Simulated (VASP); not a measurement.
Consider the following.

```
CELL_PARAMETERS angstrom
      0.00000     2.56590     2.56590
      2.56590     0.00000     2.56590
      2.56590     2.56590     0.00000
ATOMIC_POSITIONS crystal
  K  0.00000 0.00000 0.00000
  F  0.50000 0.50000 0.50000
```

Calculation: r2SCAN meta-GGA, VASP's PBE PAW potentials (set 64) (plane waves; VASP 6.6.1). Settings: 600 eV cut-off, 8×8×8 Γ-centred mesh, Gaussian smearing of 0.050 eV, potentials K_sv F.

What does the run give for the energy per atom (σ→0), pressure, band gap (on the k-mesh) with the smallest direct gap where there is one?

```yaml
band gap (on the k-mesh): 7.53 eV
smallest direct gap (on the k-mesh): 7.53 eV
energy per atom (σ→0): -7459 meV/atom
pressure: 4.97 GPa
```

The compound is KF in the rock salt structure. It was relaxed first under an external pressure of 5 GPa.
